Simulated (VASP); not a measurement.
Output of a VASP run:

File OSZICAR:
```
       N       E                     dE             d eps       ncg     rms          rms(c)
DAV:   1    -0.143585939635E-01   -0.14359E-01   -0.42904E+03  7040   0.882E+02
DAV:   2    -0.202607164346E+02   -0.20246E+02   -0.20043E+02 10672   0.116E+02
DAV:   3    -0.204985496083E+02   -0.23783E+00   -0.23783E+00  8288   0.146E+01
DAV:   4    -0.204994339225E+02   -0.88431E-03   -0.88431E-03 11488   0.873E-01
DAV:   5    -0.204994341994E+02   -0.27684E-06   -0.27684E-06  8312   0.129E-02    0.640E+00
DAV:   6    -0.195845512295E+02    0.91488E+00   -0.97797E-01  8184   0.694E+00    0.371E+00
DAV:   7    -0.192891365127E+02    0.29541E+00   -0.10403E+00  9192   0.711E+00    0.952E-01
DAV:   8    -0.192909162771E+02   -0.17798E-02   -0.10475E-02  8688   0.896E-01    0.730E-02
DAV:   9    -0.192908757133E+02    0.40564E-04   -0.33750E-04 10056   0.148E-01    0.494E-02
DAV:  10    -0.192909855930E+02   -0.10988E-03   -0.15397E-04  7320   0.975E-02    0.185E-02
DAV:  11    -0.192909861427E+02   -0.54961E-06   -0.35850E-06  9880   0.138E-02    0.257E-03
DAV:  12    -0.192909867386E+02   -0.59590E-06   -0.91975E-07  7136   0.760E-03    0.257E-04
DAV:  13    -0.192909867289E+02    0.96716E-08   -0.49669E-09 10200   0.618E-04
   1 F= -.19290987E+02 E0= -.19290987E+02  d E =0.000000E+00
```

### OUTCAR
```
------------------------ aborting loop because EDIFF is reached ----------------------------------------
  FORCE on cell =-STRESS in cart. coord.  units (eV):
  Direction    XX          YY          ZZ          XY          YZ          ZX
  --------------------------------------------------------------------------------------
  Total        0.0165281      0.0103197      0.0073291      0.0000000      0.0000000     -0.0018164
  in kB        1.4068720      0.8784103      0.6238486      0.0000000      0.0000000     -0.1546085
  external PRESSURE =       0.9697103 kB  Pullay stress =       0.0000000 kB
  volume of cell :       18.82
      direct lattice vectors                 reciprocal lattice vectors
     2.130899580 -1.230355933 -0.004111870     0.234817776 -0.406386466  0.090737335
     2.130899580  1.230355933 -0.004111870     0.234817776  0.406386466  0.090737335
    -1.388143793  0.000000000  3.592356297     0.000537553  0.000000000  0.278576544
 POSITION                                       TOTAL-FORCE (eV/Angst)
 -----------------------------------------------------------------------------------
      2.16335      0.00000      3.58548         0.000332      0.000000      0.006246
      0.71030      0.00000     -0.00135        -0.000332      0.000000     -0.006246
 -----------------------------------------------------------------------------------
    total drift:                                0.000000     -0.000000      0.000000
  FREE ENERGIE OF THE ION-ELECTRON SYSTEM (eV)
  ---------------------------------------------------
  free  energy   TOTEN  =       -19.2909867289 eV

  energy  without entropy=      -19.2909867289  energy(sigma->0) =      -19.29098673

 total charge

# of ion       s       p       d       tot
------------------------------------------
    1        0.860   1.788   0.000   2.648
    2        0.860   1.788   0.000   2.648
--------------------------------------------------
tot          1.720   3.576   0.000   5.295
```
(Selected blocks of OUTCAR.)

File POSCAR:
```
C
1
    2.1308995803    -1.2303559330    -0.0041118704
    2.1308995803     1.2303559330    -0.0041118704
   -1.3881437928     0.0000000000     3.5923562972
C
2
Direct
  0.8333307894   0.8333307894   0.9999942475
  0.1666692106   0.1666692106   0.0000057525
```

Q: Write an INCAR and KPOINTS that could have produced this output.

A: This is not unique; one that fits is the input of the run itself, PBEsol GGA, plane waves, VASP's PBE PAW potentials (set 64).

KPOINTS:
```
Automatic mesh
0
G
 14 14 8
0 0 0
```

INCAR:
```
ALGO=Normal
EDIFF=1E-7
ENCUT=520
GGA=PS
ISIF=2
ISMEAR=-5
LASPH=.True.
LCHARG=.True.
LORBIT=11
LREAL=.False.
LWAVE=.False.
NEDOS=601
NELM=100
PREC=Accurate
SYSTEM=C
```

POTCAR, in this order: C (PBE.64 set). Program: vasp_std.

The structure comes from a computed database's C entry (C2/m); how it stands against other phases isn't given here. It was relaxed first.
